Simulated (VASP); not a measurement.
OSZICAR of a VASP run on AgAs (relaxed from the CsCl structure, space group Pm-3m):

File OSZICAR:
```
       N       E                     dE             d eps       ncg     rms          rms(c)
DAV:   1     0.350010330650E+02    0.35001E+02   -0.67394E+03   488   0.101E+03
DAV:   2    -0.379677441998E+02   -0.72969E+02   -0.68157E+02   516   0.220E+02
DAV:   3    -0.396196735359E+02   -0.16519E+01   -0.16423E+01   556   0.345E+01
DAV:   4    -0.396268953980E+02   -0.72219E-02   -0.72214E-02   508   0.248E+00
DAV:   5    -0.396269602258E+02   -0.64828E-04   -0.64828E-04   572   0.246E-01    0.852E+00
DAV:   6    -0.351124489755E+02    0.45145E+01   -0.72091E+00   496   0.400E+01    0.951E+00
DAV:   7    -0.351495138988E+02   -0.37065E-01   -0.49664E-01   496   0.108E+01    0.471E+00
DAV:   8    -0.351217308670E+02    0.27783E-01   -0.13994E-01   492   0.517E+00    0.773E-01
DAV:   9    -0.351348786264E+02   -0.13148E-01   -0.42809E-02   504   0.240E+00    0.180E-01
DAV:  10    -0.351387775745E+02   -0.38989E-02   -0.52009E-03   512   0.838E-01    0.825E-02
DAV:  11    -0.351390067063E+02   -0.22913E-03   -0.73870E-04   520   0.272E-01    0.418E-02
DAV:  12    -0.351389591025E+02    0.47604E-04   -0.15558E-04   508   0.138E-01    0.309E-02
DAV:  13    -0.351390050127E+02   -0.45910E-04   -0.87237E-05   492   0.104E-01    0.776E-03
DAV:  14    -0.351390095067E+02   -0.44940E-05   -0.39665E-06   540   0.193E-02    0.481E-03
DAV:  15    -0.351390114799E+02   -0.19732E-05   -0.36212E-06   488   0.185E-02    0.376E-03
DAV:  16    -0.351390122577E+02   -0.77784E-06   -0.76964E-07   248   0.121E-02
   1 F= -.35139012E+02 E0= -.35138077E+02  d E =-.351390E+02
       N       E                     dE             d eps       ncg     rms          rms(c)
DAV:   1    -0.421825480733E+02   -0.70435E+01   -0.13032E+02   504   0.150E+02    0.253E+01
DAV:   2    -0.352694645197E+02    0.69131E+01   -0.14253E+01   480   0.497E+01    0.955E+00
DAV:   3    -0.352972765376E+02   -0.27812E-01   -0.10178E+00   492   0.135E+01    0.848E+00
DAV:   4    -0.348905276150E+02    0.40675E+00   -0.55735E-01   488   0.775E+00    0.168E+00
DAV:   5    -0.352044623486E+02   -0.31393E+00   -0.24246E-01   484   0.555E+00    0.460E-01
DAV:   6    -0.352012334145E+02    0.32289E-02   -0.41446E-02   484   0.191E+00    0.405E-01
DAV:   7    -0.352145709457E+02   -0.13338E-01   -0.11776E-02   488   0.120E+00    0.886E-02
DAV:   8    -0.352150144728E+02   -0.44353E-03   -0.22366E-03   492   0.475E-01    0.329E-02
DAV:   9    -0.352153166595E+02   -0.30219E-03   -0.50561E-04   488   0.275E-01    0.218E-02
DAV:  10    -0.352155406264E+02   -0.22397E-03   -0.12717E-04   484   0.152E-01    0.101E-02
DAV:  11    -0.352155641370E+02   -0.23511E-04   -0.12973E-05   488   0.507E-02    0.396E-03
DAV:  12    -0.352155677111E+02   -0.35741E-05   -0.22922E-06   480   0.208E-02    0.305E-03
DAV:  13    -0.352155698751E+02   -0.21640E-05   -0.15684E-06   324   0.139E-02    0.242E-04
DAV:  14    -0.352155699829E+02   -0.10784E-06   -0.70473E-08   244   0.247E-03
   2 F= -.35215570E+02 E0= -.35214486E+02  d E =-.765577E-01
       N       E                     dE             d eps       ncg     rms          rms(c)
DAV:   1    -0.372584747464E+02   -0.20429E+01   -0.26939E+01   508   0.643E+01    0.951E+00
DAV:   2    -0.354408583547E+02    0.18176E+01   -0.87825E+00   492   0.426E+01    0.417E+00
DAV:   3    -0.353471615051E+02    0.93697E-01   -0.32565E-01   488   0.902E+00    0.148E+00
DAV:   4    -0.352994674703E+02    0.47694E-01   -0.18268E-01   492   0.367E+00    0.409E-01
DAV:   5    -0.353169701861E+02   -0.17503E-01   -0.36149E-02   488   0.215E+00    0.291E-01
DAV:   6    -0.353161012025E+02    0.86898E-03   -0.12902E-02   488   0.108E+00    0.204E-01
DAV:   7    -0.353201123093E+02   -0.40111E-02   -0.38379E-03   480   0.647E-01    0.694E-02
DAV:   8    -0.353204017582E+02   -0.28945E-03   -0.10212E-03   488   0.287E-01    0.226E-02
DAV:   9    -0.353205004360E+02   -0.98678E-04   -0.15141E-04   484   0.127E-01    0.117E-02
DAV:  10    -0.353204917880E+02    0.86479E-05   -0.15426E-05   504   0.483E-02    0.988E-03
DAV:  11    -0.353205037958E+02   -0.12008E-04   -0.97075E-06   500   0.375E-02    0.215E-03
DAV:  12    -0.353205047680E+02   -0.97219E-06   -0.14579E-07   240   0.414E-03
   3 F= -.35320505E+02 E0= -.35319548E+02  d E =-.181493E+00
```

Question: Which electronic solver shows in the log?

Answer: It is blocked Davidson (ALGO = Normal, or the opening steps of other solvers). The INCAR had ALGO = Normal.

Question: Can the final energy be trusted as converged?

Answer: The run converged. It stopped with EDIFF = 1E-6, NELM = 100, NSW = 60 and EDIFFG = -0.01 after 3 ionic steps (r2SCAN meta-GGA, plane waves, VASP's PBE PAW potentials (set 64)). Energy and stress use the plane-wave basis of the starting cell.

The structure was generated: AgAs was put into the CsCl type (Pm-3m), which need not be its known phase. This run relaxes it. Symmetry was kept, so distortions that lower it aren't found.
